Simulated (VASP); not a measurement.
Given:

```xyz
2
Lattice="0.0000 3.4987 3.4987 3.4987 0.0000 3.4987 3.4987 3.4987 0.0000" Properties=species:S:1:pos:R:3 pbc="T T T"
Nb     0.0000     0.0000     0.0000
Sb     1.7494     1.7494     1.7494
```

Calculation: r2SCAN meta-GGA, VASP's PBE PAW potentials (set 64) (plane waves; VASP 6.6.1). Numerical set-up: 400 eV cut-off, 8×8×8 Γ-centred mesh, first-order Methfessel-Paxton smearing of 0.10 eV, potentials Nb_sv Sb.

Energy and stress use the plane-wave basis of the starting cell.

Q: The ions, cell shape and volume are relaxed. Which structure does the run end with?

A: 
```xyz
2
Lattice="0.0000 3.1335 3.1335 3.1335 0.0000 3.1335 3.1335 3.1335 0.0000" Properties=species:S:1:pos:R:3 pbc="T T T"
Nb     3.1335     3.1335     0.0000
Sb     1.5667     1.5667     1.5667
```
Space group F-43m (216), at a tolerance of 0.03 Å.

Q: How do energy and volume change from the first to the last step?

A: The energy (σ→0) changes by -600.1 meV/atom and the volume by -28.2 %, in 6 ionic steps.

The structure was generated: NbSb was put into the zinc blende type (F-43m), which need not be its known phase. This run relaxes it. Symmetry was kept, so distortions that lower it aren't found.
